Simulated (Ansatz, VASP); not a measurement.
# HfO2 in two plane-wave programs

Aim: how closely do two programs agree when they are given the same cell, functional and k mesh? The cell is taken from a series of runs on this material, whose earlier steps may have relaxed, scaled, displaced or heated it; both programs get it as it stands.

Calculated with Ansatz 0.2.0; plane waves, with VASP 6.6.1 beside it; zone-centre phonons at LDA.

### Step 1. Set-up

Symmetry: P2_1/c, No. 14, monoclinic system. The conventional cell has a = 4.917 Å, b = 5.137 Å, c = 5.014 Å, α = 90.00°, β = 97.88°, γ = 90.00°. O has 4 Hf at 2.08 to 2.15 Å nearest. O has 3 Hf at 2.00 to 2.14 Å nearest. Nearest to Hf lie 7 O at 2.00 to 2.15 Å. Farther neighbours and most contacts between anions are not listed.

### Step 2. VASP: zone-centre phonons, LDA

Second derivatives magnify differences that forces hide, and they need a tight electronic threshold.

Lines of VASP's logs that name or quote its potential files are left out, and so is its time.

Input file INCAR:

```
SYSTEM = HfO2
PREC = Accurate
ENCUT = 600
EDIFF = 1E-08
NELM = 120
ISMEAR = 0
SIGMA = 0.01
LREAL = .FALSE.
ALGO = Normal
GGA = PW92
NBANDS = 56
LASPH = .TRUE.
LORBIT = 11
LWAVE = .FALSE.
LCHARG = .FALSE.
ISIF = 2
IBRION = 8
LEPSILON = .TRUE.
GGA_COMPAT = .FALSE.
EFERMI = MIDGAP
KPAR = 2
```

Input file POSCAR:

```
HfO2
1.0
    4.9169355746      0.0000000000      0.0676684877
    0.0000000000      5.1370959299      0.0000000000
   -0.7560677097      0.0000000000      4.9566509452
O Hf
8 4
Direct
    0.4420607803      0.7618351283      0.4884419661
    0.5579392197      0.2618351283      0.0115580339
    0.5579392197      0.2381648717      0.5115580339
    0.4420607803      0.7381648717      0.9884419661
    0.0914915224      0.3733686309      0.3089876213
    0.9085084776      0.8733686309      0.1910123787
    0.9085084776      0.6266313691      0.6910123787
    0.0914915224      0.1266313691      0.8089876213
    0.2774847913      0.0399668129      0.2114621072
    0.7225152087      0.5399668129      0.2885378928
    0.7225152087      0.9600331871      0.7885378928
    0.2774847913      0.4600331871      0.7114621072
```

Input file KPOINTS:

```
Automatic mesh
0
Gamma
4 4 4
0 0 0
```

The projector-augmented-wave data sets are O and Hf_pv (LDA family, release 64).

Launch:

```sh
> mpirun -np 2 vasp_std
```

Numbers of over 12 decimals in the logs are rounded to 6 here.

Output:

```text
[banner, memory and clock lines left out]
running    2 mpi-ranks, on    1 nodes
 distrk:  each k-point on    1 cores,    2 groups
 distr:  one band on    1 cores,    1 groups

 POSCAR found type information on POSCAR O Hf
 POSCAR found :  2 types and      12 ions
|                                                                             |
|               ----> ADVICE to this user running VASP <----                  |
|                                                                             |
|     You enforced a specific xc type in the INCAR file but a different       |
|     [... a line on the potential file left out ...]
|     I HOPE YOU KNOW WHAT YOU ARE DOING!                                     |
|                                                                             |

 LDA part: xc-table for (Slater(with rela. corr.)+PW92), standard interpolation
 POSCAR, INCAR and KPOINTS ok, starting setup
 FFT: planning ... GRIDC
 FFT: planning ... GRID_SOFT
 FFT: planning ... GRID
 WAVECAR not read
 entering main loop
       N       E                     dE             d eps       ncg     rms          rms(c)
DAV:   1     0.594704009893E+03    0.59470E+03   -0.55217E+04  3360   0.178E+03
DAV:   2    -0.117065311438E+03   -0.71177E+03   -0.68954E+03  4184   0.436E+02
DAV:   3    -0.153003052546E+03   -0.35938E+02   -0.35782E+02  3960   0.875E+01
DAV:   4    -0.153454168057E+03   -0.45112E+00   -0.45039E+00  4160   0.106E+01
DAV:   5    -0.153460579113E+03   -0.64111E-02   -0.64089E-02  4016   0.119E+00    0.128E+02
DAV:   6    -0.133440718620E+03    0.20020E+02   -0.10167E+02  3808   0.415E+01    0.103E+02
DAV:   7    -0.132953708099E+03    0.48701E+00   -0.53966E+00  4064   0.114E+01    0.501E+01
DAV:   8    -0.132877380272E+03    0.76328E-01   -0.27411E-01  4008   0.275E+00    0.758E+00
DAV:   9    -0.132853975659E+03    0.23405E-01   -0.93248E-02  3824   0.159E+00    0.427E+00
DAV:  10    -0.132852050681E+03    0.19250E-02   -0.79655E-03  4176   0.441E-01    0.804E-01
DAV:  11    -0.132852103911E+03   -0.53230E-04   -0.86567E-04  4064   0.152E-01    0.292E-01
DAV:  12    -0.132852096374E+03    0.75369E-05   -0.16467E-04  3888   0.634E-02    0.284E-02
DAV:  13    -0.132852095101E+03    0.12724E-05   -0.30346E-05  3864   0.257E-02    0.227E-02
DAV:  14    -0.132852094803E+03    0.29863E-06   -0.37410E-06  4048   0.912E-03    0.256E-02
DAV:  15    -0.132852094813E+03   -0.10377E-07   -0.41963E-07  4032   0.319E-03    0.588E-03
DAV:  16    -0.132852094809E+03    0.36962E-08   -0.42358E-08  3616   0.103E-03
   1 F= -.13285209E+03 E0= -.13285209E+03  d E =0.000000E+00
 Linear response reoptimize wavefunctions to high precision
DAV:   1    -0.132852094810E+03   -0.70941E-10   -0.11758E-08  2712   0.464E-04
DAV:   2    -0.132852094810E+03   -0.10186E-09   -0.10504E-09  2392   0.158E-04
DAV:   3    -0.132852094810E+03   -0.78217E-10   -0.17962E-10  2400   0.571E-05
 Linear response G [H, r] |phi>, progress :
  Direction:   1
       N       E                     dE             d eps       ncg     rms
RMM:   1    -0.368625089338E+03   -0.36863E+03    0.31009E+03  4808   0.236E+02
RMM:   2    -0.354271773698E+03    0.14353E+02   -0.14354E+02  5416   0.419E+01
RMM:   3    -0.355701800126E+03   -0.14300E+01   -0.95718E+00  6570   0.728E+00
RMM:   4    -0.355716924669E+03   -0.15125E-01   -0.65042E-01  7121   0.160E+00
RMM:   5    -0.355715916130E+03    0.10085E-02   -0.36238E-02  6646   0.367E-01
RMM:   6    -0.355716225698E+03   -0.30957E-03   -0.38174E-03  7005   0.976E-02
RMM:   7    -0.355716209538E+03    0.16160E-04   -0.29029E-04  7014   0.291E-02
RMM:   8    -0.355716246607E+03   -0.37069E-04   -0.61545E-04  6975   0.121E-02
RMM:   9    -0.355716234662E+03    0.11945E-04   -0.90588E-04  6839   0.937E-03
RMM:  10    -0.355716231855E+03    0.28074E-05   -0.86682E-04  6860   0.884E-03
RMM:  11    -0.355716228714E+03    0.31404E-05   -0.11184E-03  6751   0.877E-03
RMM:  12    -0.355716229041E+03   -0.32693E-06   -0.13410E-03  6752   0.876E-03
 Linear response G [H, r] |phi>, progress :
  Direction:   2
       N       E                     dE             d eps       ncg     rms
RMM:   1    -0.371845390151E+03   -0.37185E+03    0.31727E+03  4816   0.237E+02
RMM:   2    -0.354034816674E+03    0.17811E+02   -0.15721E+02  5430   0.427E+01
RMM:   3    -0.355622218713E+03   -0.15874E+01   -0.10733E+01  6524   0.761E+00
RMM:   4    -0.355646767659E+03   -0.24549E-01   -0.75192E-01  7116   0.171E+00
RMM:   5    -0.355647536947E+03   -0.76929E-03   -0.34307E-02  6683   0.402E-01
RMM:   6    -0.355647841841E+03   -0.30489E-03    0.92363E-03  7062   0.104E-01
RMM:   7    -0.355648002838E+03   -0.16100E-03    0.12704E-02  6956   0.309E-02
RMM:   8    -0.355648080536E+03   -0.77698E-04    0.10734E-02  6969   0.129E-02
RMM:   9    -0.355648094099E+03   -0.13563E-04    0.11449E-02  6828   0.990E-03
[...]
RMM:   9    -0.366441213814E+00   -0.70342E-05   -0.17754E-08  7118   0.623E-04    0.130E-03
RMM:  10    -0.366442537300E+00   -0.13235E-05   -0.10999E-07  7369   0.271E-04    0.267E-04
RMM:  11    -0.366442491949E+00    0.45350E-07   -0.86067E-08  7511   0.198E-04    0.196E-04
RMM:  12    -0.366442597586E+00   -0.10564E-06   -0.22086E-07  7839   0.163E-04    0.310E-05
RMM:  13    -0.366442648472E+00   -0.50885E-07   -0.14139E-07  8120   0.154E-04    0.277E-05
[...]
RMM:   7    -0.235155910880E+00   -0.70146E-05   -0.90044E-06  8832   0.290E-03    0.347E-02
RMM:   8    -0.235157193837E+00   -0.12830E-05   -0.28518E-06  7959   0.218E-03    0.585E-03
RMM:   9    -0.235158032821E+00   -0.83898E-06   -0.24210E-06  7371   0.129E-03    0.183E-03
RMM:  10    -0.235158011745E+00    0.21076E-07    0.21039E-07  8954   0.389E-04    0.196E-04
RMM:  11    -0.235157969168E+00    0.42577E-07   -0.88162E-07  8884   0.198E-04    0.904E-05
RMM:  12    -0.235157935537E+00    0.33631E-07   -0.23148E-07  8814   0.164E-04    0.475E-05
RMM:  13    -0.235157952971E+00   -0.17434E-07   -0.17882E-07  8810   0.151E-04    0.317E-05
RMM:  14    -0.235157934133E+00    0.18838E-07    0.63020E-08  8520   0.146E-04    0.897E-06
[...]
RMM:  19    -0.235157936324E+00   -0.97468E-08    0.21625E-07  9182   0.142E-04    0.607E-07
RMM:  20    -0.235157921173E+00    0.15151E-07    0.20934E-07  9268   0.142E-04    0.317E-07
RMM:  21    -0.235157934335E+00   -0.13162E-07    0.22997E-07  9344   0.142E-04    0.325E-07
RMM:  22    -0.235157925250E+00    0.90847E-08    0.16680E-07  9481   0.142E-04    0.295E-07
RMM:  23    -0.235157929045E+00   -0.37950E-08    0.28679E-07  9571   0.141E-04    0.249E-07
RMM:  24    -0.235157921756E+00    0.72896E-08    0.20055E-07  9670   0.141E-04    0.248E-07
RMM:  25    -0.235157927201E+00   -0.54456E-08    0.29750E-07  9775   0.141E-04    0.215E-07
RMM:  26    -0.235157921682E+00    0.55189E-08    0.21455E-07  9845   0.141E-04    0.213E-07
 first order change of Fermi-energy  -0.57517E+00
 force on displaced ion       9 direction 1 : -24.615  -0.398  -0.634
 Born effective charge ion    9 direction 1 :   5.358  -0.002   0.268
 Linear response progress:
  Degree of freedom:   8/  9
       N       E                     dE             d eps       ncg     rms          rms(c)
RMM:   1    -0.248549864643E+00   -0.24855E+00    0.26317E+00  4854   0.623E+00
RMM:   2    -0.237193422211E+00    0.11356E-01   -0.42466E-02  6076   0.814E-01    0.112E+00
RMM:   3    -0.236347271610E+00    0.84615E-03   -0.19781E-03  7432   0.138E-01    0.672E-01
RMM:   4    -0.235462842192E+00    0.88443E-03   -0.53077E-04  7699   0.895E-02    0.205E-01
RMM:   5    -0.235283123530E+00    0.17972E-03   -0.63909E-05  9021   0.276E-02    0.489E-02
RMM:   6    -0.235326878069E+00   -0.43755E-04   -0.68643E-06  7443   0.114E-02    0.360E-02
RMM:   7    -0.235336103424E+00   -0.92254E-05    0.36941E-06  8686   0.334E-03    0.311E-02
RMM:   8    -0.235337578702E+00   -0.14753E-05   -0.17413E-06  8296   0.211E-03    0.433E-03
RMM:   9    -0.235340230149E+00   -0.26514E-05   -0.34442E-06  7383   0.111E-03    0.772E-04
RMM:  10    -0.235340369564E+00   -0.13941E-06   -0.87425E-07  8947   0.380E-04    0.294E-04
RMM:  11    -0.235340253772E+00    0.11579E-06    0.66385E-07  8702   0.207E-04    0.857E-05
RMM:  12    -0.235340263246E+00   -0.94744E-08    0.32247E-07  8570   0.174E-04    0.127E-04
RMM:  13    -0.235340268458E+00   -0.52114E-08    0.20577E-07  8776   0.157E-04    0.440E-05
RMM:  14    -0.235340239119E+00    0.29339E-07    0.28931E-07  8707   0.152E-04    0.179E-05
RMM:  15    -0.235340246902E+00   -0.77839E-08    0.31524E-07  8792   0.150E-04    0.301E-06
RMM:  16    -0.235340259887E+00   -0.12985E-07    0.16427E-07  9138   0.149E-04    0.446E-06
RMM:  17    -0.235340245276E+00    0.14612E-07    0.25244E-07  9092   0.148E-04    0.299E-06
RMM:  18    -0.235340237917E+00    0.73588E-08    0.32458E-07  9212   0.148E-04    0.155E-06
RMM:  19    -0.235340237206E+00    0.71078E-09    0.41298E-07  9268   0.148E-04    0.426E-07
RMM:  20    -0.235340248213E+00   -0.11007E-07    0.28261E-07  9417   0.148E-04    0.484E-07
RMM:  21    -0.235340234494E+00    0.13719E-07    0.43215E-07  9491   0.148E-04    0.391E-07
RMM:  22    -0.235340242568E+00   -0.80744E-08    0.31712E-07  9618   0.148E-04    0.432E-07
 first order change of Fermi-energy  -0.12963E+00
 force on displaced ion       9 direction 2 :  -0.398 -26.459   0.169
 Born effective charge ion    9 direction 2 :  -0.498   5.450   0.342
 Linear response progress:
  Degree of freedom:   9/  9
       N       E                     dE             d eps       ncg     rms          rms(c)
RMM:   1    -0.248997192152E+00   -0.24900E+00    0.24680E+00  4884   0.610E+00
RMM:   2    -0.237703920696E+00    0.11293E-01   -0.41353E-02  6052   0.797E-01    0.106E+00
RMM:   3    -0.237156185278E+00    0.54774E-03   -0.15648E-03  7204   0.126E-01    0.625E-01
RMM:   4    -0.236460623198E+00    0.69556E-03   -0.58291E-04  8200   0.674E-02    0.172E-01
RMM:   5    -0.236327152509E+00    0.13347E-03   -0.29534E-04  8892   0.192E-02    0.399E-02
RMM:   6    -0.236334377218E+00   -0.72247E-05   -0.44972E-05  7732   0.805E-03    0.286E-02
RMM:   7    -0.236332975447E+00    0.14018E-05    0.13495E-05  8889   0.233E-03    0.216E-02
RMM:   8    -0.236333800770E+00   -0.82532E-06   -0.11238E-05  8329   0.139E-03    0.107E-03
RMM:   9    -0.236334106508E+00   -0.30574E-06   -0.83859E-06  7975   0.583E-04    0.221E-04
RMM:  10    -0.236333779306E+00    0.32720E-06   -0.33063E-06  9108   0.264E-04    0.481E-04
RMM:  11    -0.236333715080E+00    0.64226E-07   -0.15261E-06  9003   0.196E-04    0.651E-05
RMM:  12    -0.236333735053E+00   -0.19973E-07   -0.13902E-06  8771   0.173E-04    0.922E-05
RMM:  13    -0.236333778782E+00   -0.43729E-07   -0.12669E-06  9106   0.161E-04    0.207E-05
RMM:  14    -0.236333736398E+00    0.42384E-07   -0.93991E-07  9040   0.157E-04    0.420E-06
[...]
RMM:  32    -0.236333670634E+00    0.38116E-07   -0.14334E-07 10341   0.153E-04    0.335E-07
RMM:  33    -0.236333711277E+00   -0.40643E-07   -0.43115E-07 10396   0.153E-04    0.202E-07
RMM:  34    -0.236333675037E+00    0.36240E-07   -0.18155E-07 10421   0.153E-04    0.321E-07
RMM:  35    -0.236333706535E+00   -0.31498E-07   -0.37289E-07 10443   0.153E-04    0.226E-07
RMM:  36    -0.236333678474E+00    0.28060E-07   -0.20910E-07 10491   0.153E-04    0.287E-07
RMM:  37    -0.236333710484E+00   -0.32009E-07   -0.40468E-07 10520   0.153E-04    0.240E-07
RMM:  38    -0.236333675614E+00    0.34870E-07   -0.18663E-07 10564   0.153E-04    0.284E-07
RMM:  39    -0.236333708381E+00   -0.32768E-07   -0.36118E-07 10594   0.153E-04    0.245E-07
 first order change of Fermi-energy   0.14699E+00
 force on displaced ion       9 direction 3 :  -0.632   0.165 -24.233
 Born effective charge ion    9 direction 3 :   0.279   0.078   4.641
 Born effective charges drift removed
 Linear response finished
```

(Part 1 of 3 ends here.)

[Lines on the potential files, build, host, timing and source positions are cut from VASP's logs without a mark.]

[Logs are printed without paths, hosts, clocks, repeated set-up lines and the standing remarks that a program may print on its own settings, such as how far it seeks lower states.]

[Hosts, paths, dates, database ids (printed as entryN), source tags and the programs' standing remarks are cut or masked in the printed files.]
